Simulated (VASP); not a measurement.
Input:

```
CELL_PARAMETERS angstrom
      0.00000     2.83334     2.83334
      2.83334     0.00000     2.83334
      2.83334     2.83334     0.00000
ATOMIC_POSITIONS crystal
  Ag 0.00000 0.00000 0.00000
  Br 0.50000 0.50000 0.50000
```

Calculation: PBEsol GGA, VASP's PBE PAW potentials (set 64) (plane waves; VASP). Numerical set-up: 400 eV cut-off, 18×18×18 Γ-centred mesh, Gaussian smearing of 0.010 eV, potentials Ag Br.

Question: Estimate the energy per atom (σ→0), band gap (on the k-mesh) with the smallest direct gap where there is one.

Answer: 
- band gap (on the k-mesh): 0.50 eV
- smallest direct gap (on the k-mesh): 2.59 eV
- energy per atom (σ→0): -2.849 eV/atom

The absolute energy has meaning only against runs of the same code, potentials and settings.

The compound is AgBr in the rock salt structure. It was relaxed first, which changed the volume by -5 %.
